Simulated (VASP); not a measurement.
VASP input:

**POSCAR**
```
TiC
1
    0.0000000000     2.1650000000     2.1650000000
    2.1650000000     0.0000000000     2.1650000000
    2.1650000000     2.1650000000     0.0000000000
Ti C
1 1
Direct
  0.0000000000   0.0000000000   0.0000000000
  0.5000000000   0.5000000000   0.5000000000
```

File KPOINTS:
```
K-points
0
G
 9 9 9
```

### INCAR
```
# general
SYSTEM   =  TiC
PREC     =  Accurate
ENCUT    =  400   # plane-wave cut-off (eV)
LREAL    =  F   # projection in real space or not
LASPH    =  T   # aspherical one-centre terms

# electronic loop
EDIFF    =  1E-6   # SCF stop (eV)
NELM     =  100   # most electronic steps
ALGO     =  Normal   # blocked Davidson
LMAXMIX  =  4

# smearing
ISMEAR   =  -1   # Fermi-Dirac
SIGMA    =  0.1   # width (eV)

# functional
GGA      =  PS

# ions
ISIF     =  2   # forces and stress, cell fixed

# output
LWAVE    =  F
LCHARG   =  F
```

POTCAR, in this order: Ti_sv C (PBE.64 set). Program: vasp_std.

**Question.** Translate this PBEsol calculation to Ansatz.

**Answer.** One equivalent input (not run):
Ansatz 0.2 input:
```yaml
crystal:
  lattice:
    - [0.0000000, 2.1650000, 2.1650000]
    - [2.1650000, 0.0000000, 2.1650000]
    - [2.1650000, 2.1650000, 0.0000000]
  atoms:
    - { symbol: Ti, position: [0.0000000, 0.0000000, 0.0000000] }
    - { symbol: C, position: [0.5000000, 0.5000000, 0.5000000] }
kpoints:
  mp_grid: { grid: [9, 9, 9] }
hamiltonian:
  xc: pbesol
  pseudopotentials: { kind: paw }
scf:
  occupations: { method: fermi_dirac, width: 0.1 }
  max_iter: 100
output: { forces: true, stress: true, eigenvalues: true }
```
What does not carry over: each code has its own PAW files, so the cut-off isn't converted (ENCUT is set for VASP's; basis.ecutwfc is left out, and Ansatz then takes the one that its files recommend); Ansatz stops its SCF on the density residual and VASP on the energy change (EDIFF).

The structure is a typed TiC crystal (Fm-3m). The cell was not relaxed at this level.
